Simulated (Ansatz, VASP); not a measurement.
LaPb2, level by level in two programs

```
Pb La
1.0
    -2.06634    2.06634    5.63845
     2.06634   -2.06634    5.63845
     2.06634    2.06634   -5.63845
Pb La
2 1
Direct
  0.68639 0.68639 0.00000
  0.31361 0.31361 0.00000
  0.00000 0.00000 0.00000
```

The cell comes from a database or a generator and needn't be the stable form of this composition.

Single points on this cell with VASP 6.6.1 and Ansatz 0.2.0. Each row is one pair of runs. Alike in all rows: spin: off; k mesh: 9 × 9 × 9; Ansatz's potentials, cutoff: Ansatz PAW, 420 eV.

```csv
level,smearing,"VASP's potentials, cutoff","gap on the k mesh at the Fermi level (eV), VASP","gap on the k mesh at the Fermi level (eV), Ansatz","pressure (GPa), VASP","pressure (GPa), Ansatz","largest component of the traceless stress (GPa), VASP","largest component of the traceless stress (GPa), Ansatz"
PBE,"fermi-dirac, width 0.05 eV","VASP PAW PBE potentials, release 64 (Pb_d, La), 520 eV",none,none,0.0,0.1,0.85,0.86
PBEsol,"gaussian, width 0.05 eV","VASP PAW PBE potentials, release 54 (Pb_d, La), 520 eV",none,?,-2.7,?,0.85,?
PBE,"gaussian, width 0.02 eV","VASP PAW PBE potentials, release 64 (Pb_d, La), 520 eV",none,none,0.0,0.1,0.86,0.87
```

Problem. Fill in what Ansatz gave in row 2.

Solution. gap on the k mesh at the Fermi level (eV): none; pressure (GPa): -2.6; largest component of the traceless stress (GPa): 0.83.

A gap of «none» marks a metal or a gap that the smearing closes.

Caveats: the PAW data sets were made with another functional, which shifts forces and pressure a little (VASP); the PAW data sets come from PBE, with cores solved anew for the run's functional, which leaves a small shift of forces and pressure (Ansatz).
